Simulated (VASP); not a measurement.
**ScTa: single point with PBE**

Crystal: ScTa.

```
Sc Ta
1.0
     3.02906    0.00000    0.00000
    -1.51453    2.62324    0.00000
     0.00000    0.00000    5.01166
Sc Ta
1 1
Direct
  0.00000 0.00000 0.00000
  0.33333 0.66667 0.50000
```

The cell comes from a database or a generator and needn't be the stable form of this composition.

The cell isn't the ideal one: Nb replaced by Ta, lengths x 1.011, strained and moved within the space group.

| Quantity | Value |
| --- | --- |
| Program | VASP 6.6.1 |
| Task | single point |
| Functional | PBE |
| Potentials or basis | VASP PAW PBE potentials, release 64 (Sc_sv, Ta_pv) |
| Cutoff | 520 eV |
| k mesh | 15 × 15 × 8 |
| Occupations | gaussian, width 0.1 eV |
| Spin | no spin polarisation |

```
Pressure               : 3.0 GPa
Band gap on the k mesh : none (metal or under the smearing width)
```

Stress tensor (GPa, compression positive):
```
3.10 0.00 0.00
0.00 3.10 0.00
0.00 0.00 2.93
```

Levels at points of the mesh, in eV from the Fermi level:
```tsv
k point	band 9	band 10	band 11	band 12	band 13	band 14
(0.00, 0.00, 0.00)	-3.19	0.54	0.88	0.88	1.16	2.14
(0.00, 0.00, 0.50)	-3.89	-0.58	0.73	0.73	0.74	1.61
```

Run time: 71 s on 1 thread of Intel(R) Xeon(R) Platinum 8375C CPU @ 2.90GHz (Ice Lake), on a shared host, peak memory 0.23 GiB.

The run has no spin-orbit coupling, so splittings on Ta are missing.
